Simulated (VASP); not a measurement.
The input files of a VASP run:

KPOINTS:
```
Automatic mesh
0
Gamma
10 10 4
0 0 0
```

POSCAR:
```
BN
1
    1.2349538898    -2.1390036312    -0.0000000000
    1.2349538898     2.1390036312    -0.0000000000
    0.0000000000    -0.0000000000     5.4119218990
B N
2 2
Direct
  0.3333330000   0.6666670000   0.2500000000
  0.6666670000   0.3333330000   0.7500000000
  0.6666670000   0.3333330000   0.2500000000
  0.3333330000   0.6666670000   0.7500000000
```

**INCAR**
```
ALGO = Normal
EDIFF = 1E-6
EDIFFG = -0.02
ENCUT = 620
IBRION = 2
ISIF = 3
ISMEAR = 0
LASPH = T
LCHARG = F
LMIXTAU = T
LREAL = F
LWAVE = F
METAGGA = R2SCAN
NELM = 100
NSW = 40
PREC = Accurate
PSTRESS = 200
SIGMA = 0.05
SYSTEM = BN
```

POTCAR, in this order: B N (PBE.64 set). Program: vasp_std.

Question: Write an equivalent input for Ansatz.

Answer: One equivalent input (not run):
Ansatz 0.2 input:
```yaml
crystal:
  lattice:
    - [1.2349539, -2.1390036, 0.0000000]
    - [1.2349539, 2.1390036, 0.0000000]
    - [0.0000000, 0.0000000, 5.4119219]
  atoms:
    - { symbol: B, position: [0.3333330, 0.6666670, 0.2500000] }
    - { symbol: B, position: [0.6666670, 0.3333330, 0.7500000] }
    - { symbol: N, position: [0.6666670, 0.3333330, 0.2500000] }
    - { symbol: N, position: [0.3333330, 0.6666670, 0.7500000] }
kpoints:
  mp_grid: { grid: [10, 10, 4] }
hamiltonian:
  xc: r2scan
  pseudopotentials: { kind: paw }
scf:
  occupations: { method: gaussian, width: 0.05 }
  max_iter: 100
relax:
  max_steps: 40
  f_tol: 0.02
  cell: { p_target: 20 }
output: { forces: true, stress: true, eigenvalues: true }
```
The two are equivalent in intent, not identical: each code has its own PAW files, so the cut-off isn't converted (ENCUT is set for VASP's; basis.ecutwfc is left out, and Ansatz then takes the one that its files recommend); Ansatz stops its SCF on the density residual and VASP on the energy change (EDIFF).

The compound is BN in the hex structure. It was relaxed first under an external pressure of 20 GPa.
